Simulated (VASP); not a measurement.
Output of a VASP run:

**OUTCAR**
```
 ion  position               nearest neighbor table
   1  0.250  0.250  0.250-   3 2.36   3 2.36   3 2.36   3 2.36   2 2.72   2 2.72   2 2.72   2 2.72
                             2 2.72   2 2.72
   2  0.750  0.750  0.750-   3 2.36   3 2.36   3 2.36   3 2.36   1 2.72   1 2.72   1 2.72   1 2.72
                             1 2.72   1 2.72
   3  0.000  0.000  0.000-   2 2.36   2 2.36   2 2.36   1 2.36   2 2.36   1 2.36   1 2.36   1 2.36
  LATTYP: Found a face centered cubic cell.
 ALAT       =     5.4436481970
 Subroutine PRICEL returns:
 Original cell was already a primitive cell.
 Subroutine GETGRP returns: Found 48 space group operations
The static configuration has the point symmetry O_h .
The dynamic configuration has the point symmetry O_h .
 Subroutine INISYM returns: Found 48 space group operations
 Subroutine IBZKPT returns following result:
 Found     47 irreducible k-points:

 Following reciprocal coordinates:
            Coordinates               Weight
  0.000000  0.000000  0.000000      1.000000
  0.100000  0.000000  0.000000      8.000000
  0.200000  0.000000  0.000000      8.000000
  0.300000  0.000000  0.000000      8.000000
  0.400000  0.000000  0.000000      8.000000
  0.500000  0.000000  0.000000      4.000000
  0.100000  0.100000  0.000000      6.000000
  0.200000  0.100000  0.000000     24.000000
  0.300000  0.100000  0.000000     24.000000
  0.400000  0.100000  0.000000     24.000000
  0.500000  0.100000  0.000000     24.000000
 -0.400000  0.100000  0.000000     24.000000
 -0.300000  0.100000  0.000000     24.000000
 -0.200000  0.100000  0.000000     24.000000
 -0.100000  0.100000  0.000000     12.000000
  0.200000  0.200000  0.000000      6.000000
  0.300000  0.200000  0.000000     24.000000
  0.400000  0.200000  0.000000     24.000000
  0.500000  0.200000  0.000000     24.000000
 -0.400000  0.200000  0.000000     24.000000
 -0.300000  0.200000  0.000000     24.000000
 -0.200000  0.200000  0.000000     12.000000
  0.300000  0.300000  0.000000      6.000000
  0.400000  0.300000  0.000000     24.000000
  0.500000  0.300000  0.000000     24.000000
 -0.400000  0.300000  0.000000     24.000000
 -0.300000  0.300000  0.000000     12.000000
  0.400000  0.400000  0.000000      6.000000
  0.500000  0.400000  0.000000     24.000000
 -0.400000  0.400000  0.000000     12.000000
  0.500000  0.500000  0.000000      3.000000
  0.300000  0.200000  0.100000     24.000000
  0.400000  0.200000  0.100000     48.000000
  0.500000  0.200000  0.100000     48.000000
 -0.400000  0.200000  0.100000     24.000000
  0.400000  0.300000  0.100000     24.000000
  0.500000  0.300000  0.100000     48.000000
 -0.400000  0.300000  0.100000     48.000000
 -0.300000  0.300000  0.100000     48.000000
 -0.200000  0.300000  0.100000     24.000000
   k-points           NKPTS =     47   k-points in BZ     NKDIM =     47   number of bands    NBANDS=     13
   number of dos      NEDOS =    301   number of ions     NIONS =      3
   total plane-waves  NPLWV =  21952
   dimension x,y,z NGX =    28 NGY =   28 NGZ =   28
   dimension x,y,z NGXF=    56 NGYF=   56 NGZF=   56
   ions per type =               2   1
   PREC   = accura    normal or accurate (medium, high low for compatibility)
   ISTART =      0    job   : 0-new  1-cont  2-samecut
   ICHARG =      2    charge: 1-file 2-atom 10-const
   ISPIN  =      1    spin polarized calculation?
   LNONCOLLINEAR =      F non collinear calculations
   LSORBIT =      F    spin-orbit coupling
   INIWAV =      1    electr: 0-lowe 1-rand  2-diag
   ENCUT  =  500.0 eV  36.75 Ry    6.06 a.u.   7.02  7.02  7.02*2*pi/ulx,y,z
   NELM   =    100;   NELMIN=  2; NELMDL= -5     # of ELM steps
   EDIFF  = 0.1E-05   stopping-criterion for ELM
   LREAL  =      F    real-space projection
   NLSPLINE    = F    spline interpolate recip. space projectors
   LMAXMIX     =    4 max onsite mixed and CHGCAR
   VOSKOWN=      0    Vosko Wilk Nusair interpolation
   EDIFFG = -.2E-01   stopping-criterion for IOM
...
```

**OSZICAR**
```
       N       E                     dE             d eps       ncg     rms          rms(c)
DAV:   1     0.712114860693E+02    0.71211E+02   -0.78361E+03  1230   0.137E+03
DAV:   2    -0.151057729884E+02   -0.86317E+02   -0.81005E+02  1267   0.249E+02
DAV:   3    -0.192941929844E+02   -0.41884E+01   -0.40914E+01  1586   0.622E+01
DAV:   4    -0.193773668501E+02   -0.83174E-01   -0.82726E-01  1450   0.812E+00
DAV:   5    -0.193796529794E+02   -0.22861E-02   -0.22855E-02  1619   0.143E+00    0.163E+01
DAV:   6    -0.243339220841E+02   -0.49543E+01   -0.55907E+01  1320   0.184E+02    0.257E+01
DAV:   7    -0.174981413435E+02    0.68358E+01   -0.16135E+01  1462   0.114E+02    0.413E+00
DAV:   8    -0.174128520185E+02    0.85289E-01   -0.23251E+00  1781   0.263E+01    0.260E+00
DAV:   9    -0.173705468899E+02    0.42305E-01   -0.28990E-01  1494   0.109E+01    0.639E-01
DAV:  10    -0.173686758225E+02    0.18711E-02   -0.11267E-02  1699   0.223E+00    0.286E-01
DAV:  11    -0.173688165059E+02   -0.14068E-03   -0.11058E-03  1507   0.276E-01    0.483E-02
DAV:  12    -0.173688516571E+02   -0.35151E-04   -0.38382E-05  1559   0.685E-02    0.217E-02
DAV:  13    -0.173688537109E+02   -0.20537E-05   -0.22461E-05  1454   0.953E-02    0.845E-03
DAV:  14    -0.173688538626E+02   -0.15179E-06   -0.17266E-06  1199   0.144E-02
   1 F= -.17368854E+02 E0= -.17368548E+02  d E =-.173689E+02
```

### OUTCAR
```
------------------------ aborting loop because EDIFF is reached ----------------------------------------
  FORCE on cell =-STRESS in cart. coord.  units (eV):
  Direction    XX          YY          ZZ          XY          YZ          ZX
  --------------------------------------------------------------------------------------
  Total       -0.0428724     -0.0428724     -0.0428724      0.0000000      0.0000000      0.0000000
  in kB       -1.7032507     -1.7032507     -1.7032507      0.0000000      0.0000000      0.0000000
  external PRESSURE =      -1.7032507 kB  Pullay stress =       0.0000000 kB
  volume of cell :       40.33
      direct lattice vectors                 reciprocal lattice vectors
     0.000000000  2.721824098  2.721824098    -0.183700335  0.183700335  0.183700335
     2.721824098  0.000000000  2.721824098     0.183700335 -0.183700335  0.183700335
     2.721824098  2.721824098  0.000000000     0.183700335  0.183700335 -0.183700335
 POSITION                                       TOTAL-FORCE (eV/Angst)
 -----------------------------------------------------------------------------------
      1.36091      1.36091      1.36091         0.000000      0.000000      0.000000
      4.08274      4.08274      4.08274         0.000000     -0.000000     -0.000000
      0.00000      0.00000      0.00000        -0.000000      0.000000      0.000000
 -----------------------------------------------------------------------------------
    total drift:                               -0.000000     -0.000000      0.000000
  FREE ENERGIE OF THE ION-ELECTRON SYSTEM (eV)
  ---------------------------------------------------
  free  energy   TOTEN  =       -17.3688538626 eV

  energy  without entropy=      -17.3679361177  energy(sigma->0) =      -17.36854795

 reached required accuracy - stopping structural energy minimisation
```
(Selected blocks of OUTCAR.)

File POSCAR:
```
NiSi2
1
   -0.0000000000     2.7218240985     2.7218240985
    2.7218240985     0.0000000000     2.7218240985
    2.7218240985     2.7218240985    -0.0000000000
Si Ni
2 1
Direct
  0.2500000000   0.2500000000   0.2500000000
  0.7500000000   0.7500000000   0.7500000000
  0.0000000000   0.0000000000   0.0000000000
```

Reconstruct the remaining input files.

Several could match; the one computed here: the input of the run itself, PBE GGA, plane waves, VASP's PBE PAW potentials (set 64).

**KPOINTS**
```
kpoints
0
gamma
 10 10 10
```

**INCAR**
```
SYSTEM = NiSi2
PREC = Accurate
ENCUT = 500
EDIFF = 1E-6
NELM = 100
ALGO = Normal
LREAL = .FALSE.
LASPH = .TRUE.
ISMEAR = 1
SIGMA = 0.1
GGA = PE
LMAXMIX = 4
LWAVE = .FALSE.
LCHARG = .FALSE.
IBRION = 2
ISIF = 3
NSW = 40
EDIFFG = -0.02
```

POTCAR, in this order: Si Ni (PBE.64 set). Program: vasp_std.

The compound is NiSi2 in the fluorite structure. It was relaxed first. The run is not spin-polarised, so no magnetic state was tried.
